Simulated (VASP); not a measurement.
All values below come from PBE GGA with spin-orbit coupling, VASP's PBE PAW potentials (set 64) (plane waves; VASP 6.6.1).

Input for VASP

### INCAR
```
! general
SYSTEM      =  AlN
PREC        =  Accurate
ENCUT       =  520
LREAL       =  .False.
LASPH       =  .True.

! electronic loop
EDIFF       =  1E-6
NELM        =  100
ALGO        =  Normal

! smearing
ISMEAR      =  0
SIGMA       =  0.05

! functional
GGA         =  PE
GGA_COMPAT  =  .False.

! spin
MAGMOM      =  12*0
LSORBIT     =  .True.

! ions
ISIF        =  2

! output
LWAVE       =  .False.
LCHARG      =  .False.
```

### POSCAR
```
AlN
1
    1.5550000000    -2.6933390000     0.0000000000
    1.5550000000     2.6933390000     0.0000000000
    0.0000000000     0.0000000000     4.9800000000
Al N
2 2
Direct
  0.6666670000   0.3333330000   0.5000000000
  0.3333330000   0.6666670000   0.0000000000
  0.6666670000   0.3333330000   0.8820000000
  0.3333330000   0.6666670000   0.3820000000
```

### KPOINTS
```
Automatic mesh
0
Gamma
7 7 4
0 0 0
```

POTCAR, in this order: Al N (PBE.64 set). Program: vasp_ncl.

Estimate the energy per atom (σ→0), pressure.

```yaml
energy per atom (σ→0): -7443 meV/atom
pressure: 3.79 GPa
```

File OSZICAR:
```
...
DAV:   6    -0.297664408327E+02    0.47573E+01   -0.16940E+01  1848   0.316E+01    0.425E+00
DAV:   7    -0.297813614967E+02   -0.14921E-01   -0.66159E-01  1696   0.648E+00    0.290E+00
DAV:   8    -0.297743305688E+02    0.70309E-02   -0.74193E-02  1736   0.287E+00    0.469E-01
DAV:   9    -0.297698734868E+02    0.44571E-02   -0.19330E-02  1968   0.105E+00    0.241E-01
DAV:  10    -0.297704262622E+02   -0.55278E-03   -0.22912E-03  1824   0.365E-01    0.130E-01
DAV:  11    -0.297703575202E+02    0.68742E-04   -0.19465E-04  1832   0.113E-01    0.381E-02
DAV:  12    -0.297703570450E+02    0.47516E-06   -0.57366E-06  1840   0.230E-02
   1 F= -.29770357E+02 E0= -.29770357E+02  d E =-.188624E-10  mag=    -0.0000    -0.0000    -0.0000
```

The compound is AlN in the wurtzite structure. The cell was not relaxed at this level.
